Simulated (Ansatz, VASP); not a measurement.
# Cross-check of Ga12Ge13O44 (amorphous 32Ga2O3-68GeO2 (mol %)) between VASP and Ansatz, part 3 of 3

Aim: how closely do two programs agree when they are given the same cell, functional and k mesh? Of the first pair: The structure shown is the start of the Ansatz relaxation below; VASP solves that cell, so the two are compared at the walk's first step.

VASP 6.6.1 and Ansatz 0.2.0.

So far. Step 3 (VASP: single point, PBE, start cell, pair 1): The run ends at a pressure of -0.93 GPa, with forces up to 0.24 eV/Å. Step 6 (VASP: single point, PBE, relaxed cell, pair 2): The run ends at a pressure of -1.29 GPa, with forces up to 0.10 eV/Å.

### Step 7. Comparison

Both answers:

```tsv
quantity	Ansatz	VASP	difference
total moment (μB)	0.75	0.70	+0.04
```

Forces on 7 of the 69 atoms, those with the largest forces and the largest differences (eV/Å; atoms numbered as in POSCAR):

```tsv
atom	Ansatz x, y, z	VASP x, y, z
Ge14	-0.008, -0.026, 0.022	0.001, -0.069, 0.030
Ge17	0.019, 0.030, 0.018	0.014, 0.032, 0.070
Ge23	0.042, -0.003, 0.012	0.056, -0.030, 0.035
O29	-0.004, -0.001, -0.026	0.028, -0.029, -0.096
O54	-0.011, -0.027, -0.033	-0.030, -0.050, -0.037
O64	0.004, -0.010, -0.004	-0.061, 0.055, 0.004
O66	0.006, 0.001, -0.013	0.012, 0.066, -0.038
```

The forces differ by 23 meV/Å r.m.s., which is 86.7 % of the r.m.s. force of 0.027 eV/Å (both taken over all components). The cell carries a charge of -1 e against a uniform background, so its pressure also hangs on how the neutralising background is counted, and in a defect's cell a gap may be the spacing between its levels.

### Step 8. Ansatz: relaxation, PBE

The two programs are compared at the cell with which this relaxation starts, whose forces are those of its first step.

The structure compared here is the start of the Ansatz relaxation; VASP solves that cell, so the two are compared at the walk's first step.

input.yaml

```yaml
crystal:
  lattice:
    - [10.3277, 0.0, 0.0]
    - [0.0, 10.3277, 0.0]
    - [0.0, 0.0, 10.3277]
  atoms:
    - { symbol: Ga, position: [0.33448, 0.83463, 0.8876] }
    - { symbol: Ga, position: [0.32372, 0.73792, 0.15224] }
    - { symbol: Ga, position: [0.3036, 0.10445, 0.10085] }
    - { symbol: Ga, position: [0.13087, 0.6349, 0.85452] }
    - { symbol: Ga, position: [0.34058, 0.87166, 0.6393] }
    - { symbol: Ga, position: [0.54686, 0.92026, 0.0844] }
    - { symbol: Ga, position: [0.24196, 0.94615, 0.38579] }
    - { symbol: Ga, position: [0.84061, 0.45625, 0.04298] }
    - { symbol: Ga, position: [0.11266, 0.47308, 0.11321] }
    - { symbol: Ga, position: [0.08137, 0.87879, 0.08696] }
    - { symbol: Ga, position: [0.50523, 0.02922, 0.34808] }
    - { symbol: Ga, position: [0.83889, 0.74855, 0.00538] }
    - { symbol: Ge, position: [0.02235, 0.20212, 0.13428] }
    - { symbol: Ge, position: [0.36629, 0.47552, 0.30854] }
    - { symbol: Ge, position: [0.21527, 0.39198, 0.59405] }
    - { symbol: Ge, position: [0.56669, 0.59883, 0.94541] }
    - { symbol: Ge, position: [0.90173, 0.66963, 0.29047] }
    - { symbol: Ge, position: [0.09961, 0.6901, 0.55842] }
    - { symbol: Ge, position: [0.94414, 0.89184, 0.76514] }
    - { symbol: Ge, position: [0.58204, 0.26641, 0.17566] }
    - { symbol: Ge, position: [0.01883, 0.1268, 0.56799] }
    - { symbol: Ge, position: [0.78462, 0.11985, 0.35258] }
    - { symbol: Ge, position: [0.58271, 0.73266, 0.36837] }
    - { symbol: Ge, position: [0.33315, 0.37835, 0.8952] }
    - { symbol: Ge, position: [0.62788, 0.78836, 0.69901] }
    - { symbol: O, position: [0.71439, 0.59677, 0.02599] }
    - { symbol: O, position: [0.10296, 0.02035, 0.4703] }
    - { symbol: O, position: [0.96119, 0.59972, 0.94348] }
    - { symbol: O, position: [0.29404, 0.69335, 0.76881] }
    - { symbol: O, position: [0.20341, 0.84646, 0.23771] }
    - { symbol: O, position: [0.78362, 0.84488, 0.72897] }
    - { symbol: O, position: [0.97162, 0.03949, 0.7012] }
    - { symbol: O, position: [0.97221, 0.32444, 0.02971] }
    - { symbol: O, position: [0.19261, 0.74908, 0.00042] }
    - { symbol: O, position: [0.46315, 0.7087, 0.02218] }
    - { symbol: O, position: [0.89526, 0.14455, 0.22711] }
    - { symbol: O, position: [0.25848, 0.56197, 0.20722] }
    - { symbol: O, position: [0.30685, 0.36759, 0.73117] }
    - { symbol: O, position: [0.20428, 0.47785, 0.94785] }
    - { symbol: O, position: [0.1371, 0.30435, 0.20324] }
    - { symbol: O, position: [0.03224, 0.76203, 0.69692] }
    - { symbol: O, position: [0.94387, 0.5306, 0.20167] }
    - { symbol: O, position: [0.69086, 0.9818, 0.35937] }
    - { symbol: O, position: [0.54746, 0.10446, 0.13594] }
    - { symbol: O, position: [0.49658, 0.84246, 0.262] }
    - { symbol: O, position: [0.36816, 0.94018, 0.03539] }
    - { symbol: O, position: [0.11127, 0.06642, 0.09019] }
    - { symbol: O, position: [0.61803, 0.65148, 0.79599] }
    - { symbol: O, position: [0.87316, 0.15193, 0.48681] }
    - { symbol: O, position: [0.12687, 0.53578, 0.6195] }
    - { symbol: O, position: [0.96621, 0.8718, 0.92806] }
    - { symbol: O, position: [0.49372, 0.86887, 0.76191] }
    - { symbol: O, position: [0.70069, 0.34212, 0.09334] }
    - { symbol: O, position: [0.99312, 0.68296, 0.42904] }
    - { symbol: O, position: [0.93819, 0.78215, 0.17096] }
    - { symbol: O, position: [0.1081, 0.26544, 0.58197] }
    - { symbol: O, position: [0.23297, 0.77841, 0.51131] }
    - { symbol: O, position: [0.29882, 0.42583, 0.45146] }
    - { symbol: O, position: [0.64811, 0.21881, 0.32773] }
    - { symbol: O, position: [0.69661, 0.86131, 0.01921] }
    - { symbol: O, position: [0.4054, 0.97211, 0.49582] }
    - { symbol: O, position: [0.45294, 0.36221, 0.22068] }
    - { symbol: O, position: [0.33592, 0.07803, 0.27872] }
    - { symbol: O, position: [0.23892, 0.94389, 0.77286] }
    - { symbol: O, position: [0.47343, 0.46279, 0.93127] }
    - { symbol: O, position: [0.32713, 0.23957, 0.98471] }
    - { symbol: O, position: [0.47468, 0.60462, 0.33637] }
    - { symbol: O, position: [0.73696, 0.68518, 0.31896] }
    - { symbol: O, position: [0.58876, 0.76292, 0.53531] }
kpoints:
  mp_grid: { grid: [1, 1, 1] }
hamiltonian:
  xc: pbe
  pseudopotentials: { kind: paw, azcp: { folder: soft_1 } }
scf:
  occupations: { method: fermi_dirac, width: 0.05 }
output:
  forces: true
relax:
  f_tol: 0.05
  max_steps: 120
```

Launch:

```sh
> ansatz run input.yaml --threads 4 --pin off --max-ram 8192MiB --backend cpu --events-out ev --progress --plain --runs-dir out
```

Numbers of over 12 decimals in the logs are rounded to 6 here.

What it wrote:

```text
[...]
Crystal: 69 atoms, lattice volume = 1101.567 Å³
Basis set: ecut = 420 eV, 21559 PW (Γ), exchange–correlation on 144×144×144 points (8 copies of the dense FFT grid, shifted against one another)
Bands: 370, of which v1, the nominal top of the filled ones, is band 301 counted from 1 (300 counted from 0)
Symmetry: 1 space group operations
[...]
k-points: 1
[...]
- { symbol: O, position: [0.088596, 0.023430, 0.422504] }
    - { symbol: O, position: [0.930399, 0.592902, 0.940129] }
    - { symbol: O, position: [0.241728, 0.672767, 0.793136] }
    - { symbol: O, position: [0.220554, 0.831533, 0.248202] }
    - { symbol: O, position: [0.757899, 0.863789, 0.676523] }
    - { symbol: O, position: [0.975472, 0.033961, 0.681947] }
    - { symbol: O, position: [0.975906, 0.316583, 0.049418] }
[...]
- { symbol: O, position: [0.303280, 0.237486, 0.985089] }
    - { symbol: O, position: [0.462715, 0.627541, 0.296521] }
    - { symbol: O, position: [0.745507, 0.653162, 0.330828] }
    - { symbol: O, position: [0.568428, 0.725558, 0.527474] }
```

### Step 9. VASP: single point, PBE, start cell, pair 3

The same cell, functional, mesh and smearing now go to VASP, with its own data sets.

INCAR

```
SYSTEM = Ga12Ge13O44
PREC = Accurate
ENCUT = 520
EDIFF = 1E-06
NELM = 120
ISMEAR = -1
SIGMA = 0.05
LREAL = Auto
ALGO = Normal
GGA = PE
NBANDS = 352
LORBIT = 11
LWAVE = .FALSE.
LCHARG = .FALSE.
ISIF = 2
LASPH = .TRUE.
GGA_COMPAT = .FALSE.
EFERMI = MIDGAP
NCORE = 2
```

POSCAR

```
Ga12Ge13O44
1.0
   10.3277000000      0.0000000000      0.0000000000
    0.0000000000     10.3277000000      0.0000000000
    0.0000000000      0.0000000000     10.3277000000
Ga Ge O
12 13 44
Direct
    0.3344791193      0.8346292011      0.8876032418
    0.3237216418      0.7379184136      0.1522410604
    0.3036009954      0.1044472632      0.1008452995
    0.1308713460      0.6349041897      0.8545174627
    0.3405792190      0.8716558382      0.6393001346
    0.5468594169      0.9202629821      0.0844040784
    0.2419609400      0.9461545165      0.3857877359
    0.8406131084      0.4562487291      0.0429814964
    0.1126581911      0.4730772582      0.1132101049
    0.0813733939      0.8787919866      0.0869603106
    0.5052334983      0.0292223825      0.3480833099
    0.8388895882      0.7485500160      0.0053835801
    0.0223476670      0.2021166378      0.1342796557
    0.3662867821      0.4755172981      0.3085391714
    0.2152657416      0.3919846626      0.5940528869
    0.5666895824      0.5988264570      0.9454089487
    0.9017302981      0.6696263447      0.2904712569
    0.0996059142      0.6900955682      0.5584205583
    0.9441405153      0.8918442635      0.7651364776
    0.5820366587      0.2664097524      0.1756635069
    0.0188328476      0.1268046128      0.5679870639
    0.7846180660      0.1198524357      0.3525760818
    0.5827144476      0.7326607086      0.3683685622
    0.3331525896      0.3783514238      0.8952041597
    0.6278842337      0.7883555874      0.6990133331
    0.7143894575      0.5967737250      0.0259883614
    0.1029561277      0.0203530312      0.4702983239
    0.9611917465      0.5997172652      0.9434820919
    0.2940441725      0.6933489548      0.7688062202
    0.2034141193      0.8464614580      0.2377102356
    0.7836207481      0.8448831782      0.7289716006
    0.9716200122      0.0394860424      0.7012016228
    0.9722106568      0.3244381614      0.0297065174
    0.1926082284      0.7490825644      0.0004163560
    0.4631524928      0.7086960311      0.0221830611
    0.8952622559      0.1445529982      0.2271076813
    0.2584796228      0.5619741085      0.2072194196
    0.3068543819      0.3675939464      0.7311695731
    0.2042758794      0.4778508284      0.9478489886
    0.1370973208      0.3043465631      0.2032398307
    0.0322433843      0.7620283316      0.6969218703
    0.9438693998      0.5306021670      0.2016712337
    0.6908605014      0.9817965278      0.3593733358
    0.5474597442      0.1044569459      0.1359353970
    0.4965771663      0.8424625038      0.2620041248
    0.3681555429      0.9401802918      0.0353902611
    0.1112735653      0.0664233082      0.0901943317
    0.6180272471      0.6514809687      0.7959855534
    0.8731566564      0.1519312141      0.4868073240
    0.1268723917      0.5357824104      0.6194990172
    0.9662073840      0.8718010787      0.9280575540
    0.4937207704      0.8688672212      0.7619121392
    0.7006884398      0.3421187680      0.0933412086
    0.9931156017      0.6829594198      0.4290403478
    0.9381856561      0.7821489780      0.1709577157
    0.1080976403      0.2654414826      0.5819688798
    0.2329657136      0.7784114566      0.5113142326
    0.2988177426      0.4258256921      0.4514557936
    0.6481113898      0.2188096091      0.3277302788
    0.6966120240      0.8613147167      0.0192104728
    0.4053951993      0.9721138298      0.4958219158
    0.4529372464      0.3622103663      0.2206783698
    0.3359218413      0.0780328631      0.2787164616
    0.2389205728      0.9438887652      0.7728632706
    0.4734258354      0.4627942330      0.9312722097
    0.3271299515      0.2395693136      0.9847110199
    0.4746845861      0.6046167104      0.3363672454
    0.7369598265      0.6851767577      0.3189577544
    0.5887564511      0.7629191398      0.5353079582
```

KPOINTS

```
Automatic mesh
0
Gamma
1 1 1
0 0 0
```

Potentials, in the order of the species: Ga_d, Ge_d and O (PBE family, release 64).

Launch:

```sh
> mpirun -np 8 vasp_gam
```

What it wrote:

```text
[... set-up lines as in an earlier step ...]
 entering main loop
       N       E                     dE             d eps       ncg     rms          rms(c)
DAV:   1     0.177597064700E+05    0.17760E+05   -0.21792E+05   872   0.401E+03
DAV:   2     0.450883707831E+04   -0.13251E+05   -0.12315E+05   704   0.119E+03
DAV:   3     0.259621013708E+03   -0.42492E+04   -0.40071E+04   888   0.405E+02
DAV:   4    -0.426534158039E+03   -0.68616E+03   -0.67244E+03   848   0.180E+02
[...]
DAV:  19    -0.413987004952E+03    0.85599E-05   -0.63387E-05   896   0.408E-02    0.134E-02
DAV:  20    -0.413987005715E+03   -0.76224E-06   -0.36584E-05   960   0.268E-02    0.522E-03
DAV:  21    -0.413987006537E+03   -0.82277E-06   -0.72973E-06   768   0.144E-02
   1 F= -.41398701E+03 E0= -.41397351E+03  d E =-.269974E-01
```

From OUTCAR (step 9):

```text
  Total      -14.8335784      5.0279686      3.8181893     -4.7336623      1.9096593      6.7276240
  in kB      -21.5747450      7.3129448      5.5533775     -6.8848901      2.7775100      9.7850140
  external PRESSURE =      -2.9028076 kB  Pullay stress =       0.0000000 kB

 POSITION                                       TOTAL-FORCE (eV/Angst)
 -----------------------------------------------------------------------------------
      3.45440      8.61980      9.16690        -0.661069     -0.160762     -1.272592
      3.34330      7.62100      1.57230        -0.160283     -0.549185     -0.285698
      3.13550      1.07870      1.04150         0.420550      0.482254     -0.073736
      1.35160      6.55710      8.82520         0.847148      0.161829      0.204666
      3.51740      9.00220      6.60250        -0.474292      0.466896      0.651567
      5.64780      9.50420      0.87170         1.132470     -0.139383     -0.299568
      2.49890      9.77160      3.98430        -0.065526      0.848657      0.772408
      8.68160      4.71200      0.44390        -0.368857     -0.539814      0.675758
      1.16350      4.88580      1.16920         0.061993     -1.593469      0.485693
      0.84040      9.07590      0.89810         0.322624     -0.560213      0.414488
      5.21790      0.30180      3.59490         0.526734     -0.038423      0.053588
      8.66380      7.73080      0.05560        -0.635462      0.139537      0.155699
      0.23080      2.08740      1.38680        -0.964504      1.217139      1.528856
      3.78290      4.91100      3.18650         1.005100      0.170649      0.046841
[...]
-----------------------------------------------------------------------------------
    total drift:                                0.006595     -0.002949     -0.002992

  FREE ENERGIE OF THE ION-ELECTRON SYSTEM (eV)
  ---------------------------------------------------
  free  energy   TOTEN  =      -413.9870065375 eV

  energy  without entropy=     -413.9600091027  energy(sigma->0) =     -413.97350782

[... 1 part as in an earlier step ...]

[... 2 further parts left out ...]
[key lines of the parts left out:]
E-fermi :   1.7514
```

The run ends at a pressure of -0.29 GPa, with forces up to 2.7 eV/Å.

### Step 10. Comparison

Forces on 10 of the 69 atoms, those with the largest forces and the largest differences (eV/Å; atoms numbered as in POSCAR):

```tsv
atom	Ansatz x, y, z	VASP x, y, z
Ge13	-0.946, 1.243, 1.519	-0.965, 1.217, 1.529
Ge21	0.726, -1.387, -2.019	0.719, -1.372, -1.999
O26	2.024, -0.644, 0.880	1.943, -0.645, 0.854
O33	-1.141, 1.776, -1.780	-1.112, 1.712, -1.765
O35	-1.387, 1.446, 1.112	-1.340, 1.413, 1.076
O47	1.206, -1.972, -0.830	1.148, -1.909, -0.820
O51	-0.346, 0.001, 1.882	-0.346, 0.030, 1.784
O53	1.217, 0.874, -1.201	1.144, 0.825, -1.154
O55	0.230, 1.857, -1.886	0.215, 1.806, -1.807
O64	0.844, -0.049, -0.194	0.758, 0.012, -0.179
```

The forces differ by 31 meV/Å r.m.s., which is 3.9 % of the r.m.s. force of 0.777 eV/Å (both taken over all components).

### Step 11. What came out

| Property | Result |
| --- | --- |
| r.m.s. force difference (single point, PBE, start cell, pair 1) | 24 meV/Å |
| r.m.s. force difference (single point, PBE, relaxed cell, pair 2) | 23 meV/Å |
| r.m.s. force difference (single point, PBE, start cell, pair 3) | 3.9 % of the r.m.s. force |

In words: The r.m.s. force difference is 24 meV/Å (single point, PBE, start cell, pair 1), beyond the 12 meV/Å picked in this series as the mark of a large difference. What causes the difference of the single point, PBE, start cell, pair 1 pair stays open here. What causes the difference of the single point, PBE, relaxed cell, pair 2 pair stays open here. What causes the difference of the single point, PBE, start cell, pair 3 pair stays open here. 1 further run of this series is not shown here. Such differences can come from data sets, numerical settings and the points named under the comparisons, not from the functional's error against experiment.

[Lines on the potential files, build, host, timing and source positions are cut from VASP's logs without a mark.]

[Logs are printed without paths, hosts, clocks, repeated set-up lines and the standing remarks that a program may print on its own settings, such as how far it seeks lower states.]

[Hosts, paths, dates, database ids (printed as entryN), source tags and the programs' standing remarks are cut or masked in the printed files.]
